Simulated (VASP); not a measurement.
Given:

```xyz
3
Lattice="0.0000 2.6663 2.6663 2.6663 0.0000 2.6663 2.6663 2.6663 0.0000" Properties=species:S:1:pos:R:3 pbc="T T T"
Ca     0.0000     0.0000     0.0000
F      1.3332     1.3332     1.3332
F      3.9995     3.9995     3.9995
```

Computed with PBEsol GGA, VASP's PBE PAW potentials (set 64) (plane waves; VASP). Numerical set-up: 620 eV cut-off, 7×7×7 Γ-centred mesh, Gaussian smearing of 0.050 eV, potentials Ca_sv F.

Energy and stress use the plane-wave basis of the starting cell.

Task: The ions, cell shape and volume at an external pressure of 10.0 GPa are relaxed. Give the cell that the relaxation ends in.

Result: 
```xyz
3
Lattice="0.0000 2.6297 2.6297 2.6297 0.0000 2.6297 2.6297 2.6297 0.0000" Properties=species:S:1:pos:R:3 pbc="T T T"
Ca     0.0000     0.0000     0.0000
F      1.3149     1.3149     1.3149
F      3.9446     3.9446     3.9446
```
Space group Fm-3m (225), at a tolerance of 0.03 Å.

Task: How do energy and volume change from the first to the last step?

Result: The energy (σ→0) changes by +23.8 meV/atom and the volume by -4.1 %, in 3 ionic steps.

The compound is CaF2 in the fluorite structure. This run relaxes it under an external pressure of 10 GPa. Symmetry was kept, so distortions that lower it aren't found.
